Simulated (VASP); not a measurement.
# Ga2PN (I-42d) in VASP: further runs

One crystal, Ga2PN, is run at these levels: PBE; tasks: band structure.

Program: VASP 6.6.1. These are calculated values, not measurements. Logs are shortened: lines on timing, memory, paths and dates and some standing lists are left out, and cuts for length are marked.

## Step 1: The crystal as given

It takes space group I-42d (No. 122, tetragonal). The conventional cell has a = 5.047 Å, b = 5.047 Å, c = 9.902 Å, α = 90.00°, β = 90.00°, γ = 90.00°. Ga (site symmetry 2) has 2 N at 2.02 Å as nearest neighbours. Around P (site symmetry -4) lie 4 Ga at 2.35 Å. N (site symmetry -4) is surrounded by 4 Ga at 2.02 Å.

The cell was built by a generator and needn't be a form met in nature.

## Step 2: Band structure, PBE

POSCAR

```
Ga2PN
1.0
   -2.5236000000      2.5236000000      4.9511000000
    2.5236000000     -2.5236000000      4.9511000000
    2.5236000000      2.5236000000     -4.9511000000
Ga P N
4 2 2
Direct
    0.5677210000      0.6250000000      0.4427210000
    0.1822790000      0.1250000000      0.5572790000
    0.8750000000      0.4322790000      0.0572790000
    0.3750000000      0.8177210000      0.9427210000
    0.0000000000      0.0000000000      0.0000000000
    0.7500000000      0.2500000000      0.5000000000
    0.5000000000      0.5000000000      0.0000000000
    0.2500000000      0.7500000000      0.5000000000
```

INCAR.step1

```
SYSTEM = Ga2PN
PREC = Accurate ; ENCUT = 520
EDIFF = 1E-6 ; ISMEAR = 0
SIGMA = 0.03 ; LREAL = .FALSE.
LASPH = .TRUE. ; NELM = 60
ALGO = Normal ; ISIF = 2
LWAVE = .FALSE. ; LCHARG = .TRUE.
GGA = PE ; NBANDS = 46
KPAR = 2
```

KPOINTS.step1

```
Automatic mesh
0
G
  8 8 8
  0 0 0
```

INCAR.step2

```
SYSTEM = Ga2PN
PREC = Accurate ; ENCUT = 520
EDIFF = 1E-6 ; ISMEAR = 0
SIGMA = 0.05 ; LREAL = .FALSE.
LASPH = .TRUE. ; NELM = 60
ALGO = Normal ; ISIF = 2
LWAVE = .FALSE. ; LCHARG = .FALSE.
GGA = PE ; NBANDS = 46
KPAR = 2 ; ICHARG = 11
```

KPOINTS.step2

```
path GXYSGZS1NPY1Z,XP
10
line-mode
reciprocal
 0.0000000000  0.0000000000  0.0000000000  G
 0.0000000000  0.0000000000  0.5000000000  X

 0.0000000000  0.0000000000  0.5000000000  X
-0.1298995497  0.1298995497  0.5000000000  Y

-0.1298995497  0.1298995497  0.5000000000  Y
-0.3149497749  0.3149497749  0.3149497749  S

-0.3149497749  0.3149497749  0.3149497749  S
 0.0000000000  0.0000000000  0.0000000000  G

 0.0000000000  0.0000000000  0.0000000000  G
 0.5000000000  0.5000000000 -0.5000000000  Z

 0.5000000000  0.5000000000 -0.5000000000  Z
 0.3149497749  0.6850502251 -0.3149497749  S1

 0.3149497749  0.6850502251 -0.3149497749  S1
 0.0000000000  0.5000000000  0.0000000000  N

 0.0000000000  0.5000000000  0.0000000000  N
 0.2500000000  0.2500000000  0.2500000000  P

 0.2500000000  0.2500000000  0.2500000000  P
 0.5000000000  0.5000000000 -0.1298995497  Y1

 0.5000000000  0.5000000000 -0.1298995497  Y1
 0.5000000000  0.5000000000 -0.5000000000  Z

 0.0000000000  0.0000000000  0.5000000000  X
 0.2500000000  0.2500000000  0.2500000000  P
```

Potentials or basis: VASP PAW PBE potentials, release 64 (Ga_d, P, N).

Started as:

```bash
$ cat potpaw_PBE.64/Ga_d/POTCAR potpaw_PBE.64/P/POTCAR potpaw_PBE.64/N/POTCAR > POTCAR
$ cp INCAR.step1 INCAR
$ cp KPOINTS.step1 KPOINTS
$ mpirun -np 2 vasp_std > vasp.out
$ cp INCAR.step2 INCAR
$ cp KPOINTS.step2 KPOINTS
$ mpirun -np 2 vasp_std > vasp.out
```

OUTCAR:

```text
SYSTEM = Ga2PN
   PREC = Accurate
   ENCUT = 520
   EDIFF = 1E-6
   ISMEAR = 0
   LREAL = .FALSE.
   LASPH = .TRUE.
   NELM = 60
   ISIF = 2
   GGA = PE
   ICHARG = 11

 ion  position               nearest neighbor table
   1  0.568  0.625  0.443-   7 2.02   8 2.02   5 2.35   6 2.35
   2  0.182  0.125  0.557-   7 2.02   8 2.02   6 2.35   5 2.35
   3  0.875  0.432  0.057-   7 2.02   8 2.02   5 2.35   6 2.35
   4  0.375  0.818  0.943-   7 2.02   8 2.02   6 2.35   5 2.35
   5  0.000  0.000  0.000-   2 2.35   3 2.35   4 2.35   1 2.35
   6  0.750  0.250  0.500-   3 2.35   1 2.35   2 2.35   4 2.35
   7  0.500  0.500  0.000-   1 2.02   2 2.02   3 2.02   4 2.02
   8  0.250  0.750  0.500-   1 2.02   2 2.02   3 2.02   4 2.02

  LATTYP: Found a body centered tetragonal cell.
 ALAT       =     5.0472000000
 C/A-ratio  =     1.9619194801

  Lattice vectors:

 A1 = (  -2.5236000000,   2.5236000000,   4.9511000000)
 A2 = (   2.5236000000,  -2.5236000000,   4.9511000000)
 A3 = (   2.5236000000,   2.5236000000,  -4.9511000000)

Analysis of symmetry for initial positions (statically):
=====================================================================
 Subroutine PRICEL returns:
 Original cell was already a primitive cell.

 Routine SETGRP: Setting up the symmetry group for a
 body centered tetragonal supercell.

 Subroutine GETGRP returns: Found  8 space group operations
 (whereof  4 operations were pure point group operations)
 out of a pool of 16 trial point group operations.

The static configuration has the point symmetry S_4 .
 The point group associated with its full space group is D_2d.

Analysis of symmetry for dynamics (positions and initial velocities):
=====================================================================
 Subroutine PRICEL returns:
 Original cell was already a primitive cell.

 Routine SETGRP: Setting up the symmetry group for a
 body centered tetragonal supercell.

 Subroutine GETGRP returns: Found  8 space group operations
 (whereof  4 operations were pure point group operations)
 out of a pool of 16 trial point group operations.

The dynamic configuration has the point symmetry S_4 .
 The point group associated with its full space group is D_2d.

 Subroutine INISYM returns: Found  8 space group operations
 (whereof  4 operations are pure point group operations),
[... 101 lines left out ...]
   ENCUT  =  520.0 eV  38.22 Ry    6.18 a.u.  11.35 11.35 11.35*2*pi/ulx,y,z
   NELM   =     60;   NELMIN=  2; NELMDL=  0     # of ELM steps
   EDIFF  = 0.1E-05   stopping-criterion for ELM
   LREAL  =      F    real-space projection
   EDIFFG = 0.1E-04   stopping-criterion for IOM
   NSW    =      0    number of steps for IOM
   IBRION =     -1    ionic relax: 0-MD 1-quasi-New 2-CG
   NFREE  =      0    steps in history (QN), initial steepest desc. (CG)
   ISIF   =      2    stress and relaxation
   ISYM   =      2    0-nonsym 1-usesym 2-fastsym
   POTIM  = 0.5000    time-step for ionic-motion
   TEBEG  =    0.0;   TEEND  =   0.0 temperature during run
   PSTRESS=    0.0 pullay stress
   NELECT =      72.0000    total number of electrons
   NUPDOWN=      -1.0000    fix difference up-down
   EMIN   =  10.00;   EMAX   =-10.00  energy-range for DOS
   EFERMI =   0.00;   METHOD = LEGACY
   ISMEAR =     0;   SIGMA  =   0.05  broadening in eV -4-tet -1-fermi 0-gaus
   EFERMI_NEDOS =   21; number of points for ismear=-14 and -15
   IALGO  =     38    algorithm
   IMIX   =      4    mixing-type and parameters
     AMIX     =   0.40;   BMIX     =  1.00
     AMIX_MAG =   1.60;   BMIX_MAG =  1.00
  volume/ion in A,a.u.               =      15.77       106.39
  Fermi-wavevector in a.u.,A,eV,Ry     =   1.358057  2.566356 25.093491  1.844320
  Thomas-Fermi vector in A             =   2.484923
   LORBIT       =      0    0 simple, 1 ext, 2 COOP (PROOUT), +10 PAW based schemes
   GGA     = PE    functional components
   LHFCALC =     F    Hartree Fock is set to
   AEXX    =    0.0000 exact exchange contribution
   IVDW    =     0    specifies the selected vdW correction
   LEPSILON=     F    determine dielectric tensor
   LRPA    =     F    only Hartree local field effects (RPA)
 non-spin polarized calculation
 Gauss-broadening in eV      SIGMA  =   0.05
  energy-cutoff  :      520.00
  volume of cell :      126.13
 maximum number of plane-waves:      3433
 NGX is ok and might be reduce to    48

 number of electron      72.0000004 magnetization

 Free energy of the ion-electron system (eV)
  ---------------------------------------------------
  ext. energy  EPLUGINS =         0.00000000
  ---------------------------------------------------
  free energy    TOTEN  =       -40.59872773 eV

  energy without entropy =      -40.59872773  energy(sigma->0) =      -40.59872773

 E-fermi :   5.1818     XC(G=0): -10.6102

 val. band max:        4.9543427181   @ k =  -0.0000   0.0000   0.0000
 cond. band min:       6.0852184432   @ k =   0.0000   0.0000   0.0000
 fundamental gap:      1.1308757251
 Fermi energy:         5.1817567775

 k-point     1 :       0.0000    0.0000    0.0000
  band No.  band energies     occupation
      1     -10.6126      2.00000
      2     -10.2504      2.00000
      3      -9.3620      2.00000
      4      -9.2533      2.00000
      5      -9.2396      2.00000
      6      -9.2396      2.00000
[... 1165 lines left out ...]
     45      11.3509      0.00000
     46      12.0774      0.00000

 [... further k-points ...]
[... 5 lines left out ...]
  --------------------------------------------------------------------------------------
  -------------------------------------------------------------------------------------
  Total        0.1842916      0.1842916      1.3482913      0.0000000      0.0000000     -0.0000000
  in kB        2.3410649      2.3410649     17.1274056      0.0000000      0.0000000     -0.0000000
  external PRESSURE =       7.2698451 kB  Pullay stress =       0.0000000 kB

 VOLUME and BASIS-vectors are now :
 -----------------------------------------------------------------------------
  energy-cutoff  :      520.00
  volume of cell :      126.13
      direct lattice vectors                 reciprocal lattice vectors
    -2.523600000  2.523600000  4.951100000     0.000000000  0.198129656  0.100987659
     2.523600000 -2.523600000  4.951100000     0.198129656  0.000000000  0.100987659
     2.523600000  2.523600000 -4.951100000     0.198129656  0.198129656  0.000000000

 POSITION                                       TOTAL-FORCE (eV/Angst)
 -----------------------------------------------------------------------------------
      1.26180      0.97270      3.71332        -0.000000     -0.072331      0.000000
      1.26180      1.55090     -1.23778        -0.000000      0.072331     -0.000000
     -0.97270      1.26180      6.18888         0.072331      0.000000     -0.000000
      3.49630      1.26180      1.23777        -0.072331      0.000000      0.000000
      0.00000      0.00000      0.00000        -0.000000     -0.000000      0.000000
      0.00000      2.52360      2.47555        -0.000000      0.000000     -0.000000
      0.00000      0.00000      4.95110        -0.000000     -0.000000     -0.000000
      2.52360      0.00000      2.47555        -0.000000      0.000000      0.000000
 -----------------------------------------------------------------------------------
    total drift:                                0.000007      0.000007      0.000005

  FREE ENERGIE OF THE ION-ELECTRON SYSTEM (eV)
  ---------------------------------------------------
  free  energy   TOTEN  =       -40.5987277287 eV

  energy  without entropy=      -40.5987277287  energy(sigma->0) =      -40.59872773
```

OUTCAR.step1:

```text
SYSTEM = Ga2PN
   PREC = Accurate
   ENCUT = 520
   EDIFF = 1E-6
   ISMEAR = 0
   LREAL = .FALSE.
[... 1426 lines left out ...]
      0.00000      2.52360      2.47555         0.000000      0.000000     -0.000000
      0.00000      0.00000      4.95110         0.000000      0.000000     -0.000000
      2.52360      0.00000      2.47555         0.000000      0.000000     -0.000000
 -----------------------------------------------------------------------------------
    total drift:                                0.000008      0.000008      0.000004

  FREE ENERGIE OF THE ION-ELECTRON SYSTEM (eV)
  ---------------------------------------------------
  free  energy   TOTEN  =       -41.4887341988 eV

  energy  without entropy=      -41.4887341988  energy(sigma->0) =      -41.48873420
```

OSZICAR.step1:

```text
N       E                     dE             d eps       ncg     rms          rms(c)
DAV:   1     0.724103384860E+03    0.72410E+03   -0.32801E+04  5912   0.259E+03
DAV:   2     0.906810292764E+02   -0.63342E+03   -0.60499E+03  5676   0.671E+02
DAV:   3    -0.353385135403E+02   -0.12602E+03   -0.12151E+03  6278   0.198E+02
DAV:   4    -0.458118558676E+02   -0.10473E+02   -0.10368E+02  7296   0.564E+01
DAV:   5    -0.460729857903E+02   -0.26113E+00   -0.26066E+00  6958   0.927E+00    0.127E+01
DAV:   6    -0.415062818100E+02    0.45667E+01   -0.16867E+01  9538   0.367E+01    0.583E+00
DAV:   7    -0.415143998032E+02   -0.81180E-02   -0.33151E+00  5932   0.989E+00    0.384E+00
DAV:   8    -0.415122104821E+02    0.21893E-02   -0.89262E-01  8804   0.476E+00    0.180E+00
DAV:   9    -0.414849568230E+02    0.27254E-01   -0.17947E-01  7104   0.362E+00    0.694E-01
DAV:  10    -0.414880361645E+02   -0.30793E-02   -0.29975E-02  6280   0.136E+00    0.162E-01
DAV:  11    -0.414886252451E+02   -0.58908E-03   -0.58601E-03  6964   0.606E-01    0.164E-01
DAV:  12    -0.414886954224E+02   -0.70177E-04   -0.59917E-04  7028   0.147E-01    0.108E-01
DAV:  13    -0.414887428454E+02   -0.47423E-04   -0.42225E-04  7478   0.104E-01    0.592E-02
DAV:  14    -0.414887336841E+02    0.91614E-05   -0.58780E-05  6476   0.556E-02    0.201E-02
DAV:  15    -0.414887341988E+02   -0.51467E-06   -0.35053E-06  5944   0.118E-02
   1 F= -.41488734E+02 E0= -.41488734E+02  d E =-.370401E-15
```

It took 10 min on 2 MPI ranks of Intel Xeon Platinum 8259CL at 2.50GHz (Skylake/Cascade Lake), shared host; peak memory 0.64 GiB.

What came out:

```
Band gap on the k mesh  : 1.13 eV, direct
Band gap along the path : 1.13 eV, direct
```

Levels at the corners of the path, in eV from the valence-band top:
| point | band 34 | band 35 | band 36 | band 37 | band 38 | band 39 |
| --- | --- | --- | --- | --- | --- | --- |
| Γ | -0.22 | -0.22 | 0.00 | 1.13 | 1.94 | 2.83 |
| X | -1.16 | -0.45 | -0.45 | 2.08 | 2.08 | 4.64 |
| X | -1.16 | -0.45 | -0.45 | 2.08 | 2.08 | 4.64 |
| Y | -1.20 | -0.76 | -0.76 | 2.42 | 2.42 | 4.63 |
| Y | -1.20 | -0.76 | -0.76 | 2.42 | 2.42 | 4.63 |
| S | -1.68 | -0.92 | -0.60 | 2.55 | 3.50 | 3.78 |
| S | -1.68 | -0.92 | -0.60 | 2.55 | 3.50 | 3.78 |
| Γ | -0.22 | -0.22 | 0.00 | 1.13 | 1.94 | 2.83 |
| Γ | -0.22 | -0.22 | 0.00 | 1.13 | 1.94 | 2.83 |
| Z | -1.71 | -1.10 | -1.10 | 1.91 | 1.91 | 3.37 |
| Z | -1.71 | -1.10 | -1.10 | 1.91 | 1.91 | 3.37 |
| S1 | -1.68 | -0.92 | -0.60 | 2.55 | 3.50 | 3.78 |
| S1 | -1.68 | -0.92 | -0.60 | 2.55 | 3.50 | 3.78 |
| N | -1.69 | -1.52 | -0.38 | 3.35 | 3.62 | 4.09 |
| N | -1.69 | -1.52 | -0.38 | 3.35 | 3.62 | 4.09 |
| P | -1.07 | -1.01 | -1.01 | 2.70 | 2.70 | 4.28 |
| P | -1.07 | -1.01 | -1.01 | 2.70 | 2.70 | 4.28 |
| Y1 | -1.20 | -0.76 | -0.76 | 2.42 | 2.42 | 4.63 |
| Y1 | -1.20 | -0.76 | -0.76 | 2.42 | 2.42 | 4.63 |
| Z | -1.71 | -1.10 | -1.10 | 1.91 | 1.91 | 3.37 |
| X | -1.16 | -0.45 | -0.45 | 2.08 | 2.08 | 4.64 |
| P | -1.07 | -1.01 | -1.01 | 2.70 | 2.70 | 4.28 |

Caveat: the log is that of the step along the path at fixed density, whose energy, stress, charges and moments have no meaning.

## Step 3: Band structure, PBE

INCAR

```
SYSTEM = Ga2PN
PREC = Accurate
ENCUT = 520
EDIFF = 1E-7
ISMEAR = 0
SIGMA = 0.03
LREAL = .False.
LASPH = .True.
NELM = 80
ALGO = Normal
ISIF = 2
LWAVE = .False.
LCHARG = .False.
GGA = PE
KPAR = 2
```

KPOINTS

```
Automatic mesh
0
Gamma
  8 8 8
  0 0 0
```

POSCAR is that of step 2.

KPOINTS_OPT

```
path GXYSGZS1NPY1Z,XP
20
line-mode
reciprocal
 0.0000000000  0.0000000000  0.0000000000  G
 0.0000000000  0.0000000000  0.5000000000  X

 0.0000000000  0.0000000000  0.5000000000  X
-0.1298995497  0.1298995497  0.5000000000  Y

-0.1298995497  0.1298995497  0.5000000000  Y
-0.3149497749  0.3149497749  0.3149497749  S

-0.3149497749  0.3149497749  0.3149497749  S
 0.0000000000  0.0000000000  0.0000000000  G

 0.0000000000  0.0000000000  0.0000000000  G
 0.5000000000  0.5000000000 -0.5000000000  Z

 0.5000000000  0.5000000000 -0.5000000000  Z
 0.3149497749  0.6850502251 -0.3149497749  S1

 0.3149497749  0.6850502251 -0.3149497749  S1
 0.0000000000  0.5000000000  0.0000000000  N

 0.0000000000  0.5000000000  0.0000000000  N
 0.2500000000  0.2500000000  0.2500000000  P

 0.2500000000  0.2500000000  0.2500000000  P
 0.5000000000  0.5000000000 -0.1298995497  Y1

 0.5000000000  0.5000000000 -0.1298995497  Y1
 0.5000000000  0.5000000000 -0.5000000000  Z

 0.0000000000  0.0000000000  0.5000000000  X
 0.2500000000  0.2500000000  0.2500000000  P
```

Potentials or basis: VASP PAW PBE potentials, release 64 (Ga_d, P, N).

Started as:

```bash
$ cat potpaw_PBE.64/Ga_d/POTCAR potpaw_PBE.64/P/POTCAR potpaw_PBE.64/N/POTCAR > POTCAR
$ mpirun -np 2 vasp_std > vasp.out
```

Wall time 17 min (2 MPI ranks of Intel Xeon Platinum 8259CL at 2.50GHz (Skylake/Cascade Lake), shared host); peak memory 0.6 GiB.

Results (log left out):

```
Free energy             : -41.4887 eV
Pressure                : 0.0 GPa
Band gap on the k mesh  : 1.13 eV, direct
Band gap along the path : 1.13 eV, direct
```

Levels at the corners of the path, in eV from the valence-band top:
| point | band 33 | band 34 | band 35 | band 36 | band 37 | band 38 | band 39 | band 40 |
| --- | --- | --- | --- | --- | --- | --- | --- | --- |
| Γ | -2.46 | -0.22 | -0.22 | 0.00 | 1.13 | 1.95 | 2.83 | 4.65 |
| X | -1.16 | -1.16 | -0.45 | -0.45 | 2.08 | 2.08 | 4.64 | 4.64 |
| X | -1.16 | -1.16 | -0.45 | -0.45 | 2.08 | 2.08 | 4.64 | 4.64 |
| Y | -1.20 | -1.20 | -0.76 | -0.76 | 2.42 | 2.42 | 4.64 | 4.64 |
| Y | -1.20 | -1.20 | -0.76 | -0.76 | 2.42 | 2.42 | 4.64 | 4.64 |
| S | -2.20 | -1.68 | -0.92 | -0.60 | 2.55 | 3.50 | 3.78 | 4.60 |
| S | -2.20 | -1.68 | -0.92 | -0.60 | 2.55 | 3.50 | 3.78 | 4.60 |
| Γ | -2.46 | -0.22 | -0.22 | 0.00 | 1.13 | 1.95 | 2.83 | 4.65 |
| Γ | -2.46 | -0.22 | -0.22 | 0.00 | 1.13 | 1.95 | 2.83 | 4.65 |
| Z | -1.71 | -1.71 | -1.10 | -1.10 | 1.92 | 1.92 | 3.37 | 3.37 |
| Z | -1.71 | -1.71 | -1.10 | -1.10 | 1.92 | 1.92 | 3.37 | 3.37 |
| S1 | -2.20 | -1.68 | -0.92 | -0.60 | 2.55 | 3.50 | 3.78 | 4.60 |
| S1 | -2.20 | -1.68 | -0.92 | -0.60 | 2.55 | 3.50 | 3.78 | 4.60 |
| N | -2.25 | -1.69 | -1.52 | -0.38 | 3.35 | 3.63 | 4.09 | 4.56 |
| N | -2.25 | -1.69 | -1.52 | -0.38 | 3.35 | 3.63 | 4.09 | 4.56 |
| P | -1.07 | -1.07 | -1.01 | -1.01 | 2.70 | 2.70 | 4.29 | 4.29 |
| P | -1.07 | -1.07 | -1.01 | -1.01 | 2.70 | 2.70 | 4.29 | 4.29 |
| Y1 | -1.20 | -1.20 | -0.76 | -0.76 | 2.42 | 2.42 | 4.64 | 4.64 |
| Y1 | -1.20 | -1.20 | -0.76 | -0.76 | 2.42 | 2.42 | 4.64 | 4.64 |
| Z | -1.71 | -1.71 | -1.10 | -1.10 | 1.92 | 1.92 | 3.37 | 3.37 |
| X | -1.16 | -1.16 | -0.45 | -0.45 | 2.08 | 2.08 | 4.64 | 4.64 |
| P | -1.07 | -1.07 | -1.01 | -1.01 | 2.70 | 2.70 | 4.29 | 4.29 |
